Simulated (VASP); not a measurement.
Output of a VASP run:

OSZICAR:
```
       N       E                     dE             d eps       ncg     rms          rms(c)
DAV:   1     0.146054715621E+03    0.14605E+03   -0.85712E+03   454   0.122E+03
DAV:   2     0.256004587937E+01   -0.14349E+03   -0.13967E+03   496   0.327E+02
DAV:   3    -0.897945697416E+01   -0.11540E+02   -0.11499E+02   556   0.101E+02
DAV:   4    -0.923616695894E+01   -0.25671E+00   -0.25664E+00   532   0.180E+01
DAV:   5    -0.924489092316E+01   -0.87240E-02   -0.87238E-02   600   0.298E+00    0.460E+00
DAV:   6    -0.875557016309E+01    0.48932E+00   -0.15063E+00   662   0.967E+00    0.326E+00
DAV:   7    -0.875693029228E+01   -0.13601E-02   -0.15573E-01   498   0.225E+00    0.187E+00
DAV:   8    -0.876060473174E+01   -0.36744E-02   -0.17056E-02   490   0.165E+00    0.263E-01
DAV:   9    -0.876010942571E+01    0.49531E-03   -0.36505E-03   686   0.614E-01    0.856E-02
DAV:  10    -0.876029621527E+01   -0.18679E-03   -0.37351E-04   466   0.131E-01    0.468E-02
DAV:  11    -0.876030490141E+01   -0.86861E-05   -0.67095E-05   566   0.987E-02    0.123E-02
DAV:  12    -0.876030590516E+01   -0.10038E-05   -0.44210E-06   544   0.235E-02    0.266E-03
DAV:  13    -0.876030597089E+01   -0.65728E-07   -0.13242E-07   284   0.420E-03
   1 F= -.87603060E+01 E0= -.87603060E+01  d E =-.531524E-09
```

File OUTCAR:
```
------------------------ aborting loop because EDIFF is reached ----------------------------------------
  FORCE on cell =-STRESS in cart. coord.  units (eV):
  Direction    XX          YY          ZZ          XY          YZ          ZX
  --------------------------------------------------------------------------------------
  Total        0.6133061      0.6133061      0.6133061      0.0000000      0.0000000      0.0000000
  in kB       18.7537684     18.7537684     18.7537684      0.0000000      0.0000000      0.0000000
  external PRESSURE =      18.7537684 kB  Pullay stress =       0.0000000 kB
  volume of cell :       52.40
      direct lattice vectors                 reciprocal lattice vectors
     0.000000000  2.970000000  2.970000000    -0.168350168  0.168350168  0.168350168
     2.970000000  0.000000000  2.970000000     0.168350168 -0.168350168  0.168350168
     2.970000000  2.970000000  0.000000000     0.168350168  0.168350168 -0.168350168
  FREE ENERGIE OF THE ION-ELECTRON SYSTEM (eV)
  ---------------------------------------------------
  free  energy   TOTEN  =        -8.7603059709 eV

  energy  without entropy=       -8.7603059704  energy(sigma->0) =       -8.76030597
```
(Selected blocks of OUTCAR.)

File POSCAR:
```
PbS
1
    0.0000000000     2.9700000000     2.9700000000
    2.9700000000     0.0000000000     2.9700000000
    2.9700000000     2.9700000000     0.0000000000
Pb S
1 1
Direct
  0.0000000000   0.0000000000   0.0000000000
  0.5000000000   0.5000000000   0.5000000000
```

Question: Reconstruct the remaining input files.

Answer: One answer among several that fit: the input of the run itself, PBE GGA, plane waves, VASP's PBE PAW potentials (set 64).

### KPOINTS
```
Automatic mesh
0
Gamma
6 6 6
0 0 0
```

### INCAR
```
# general
SYSTEM  = PbS
PREC    = Accurate
ENCUT   = 400
LREAL   = .FALSE.
LASPH   = .TRUE.   # aspherical one-centre terms

# electronic loop
EDIFF   = 1E-6
NELM    = 100
ALGO    = Normal   # blocked Davidson
LMAXMIX = 4

# smearing
ISMEAR  = 0   # Gaussian
SIGMA   = 0.05

# functional
GGA     = PE

# ions
ISIF    = 2   # forces and stress, cell fixed

# output
LWAVE   = .FALSE.
LCHARG  = .FALSE.
```

POTCAR, in this order: Pb_d S (PBE.64 set). Program: vasp_std.

The compound is PbS in the rock salt structure. The cell was not relaxed at this level.
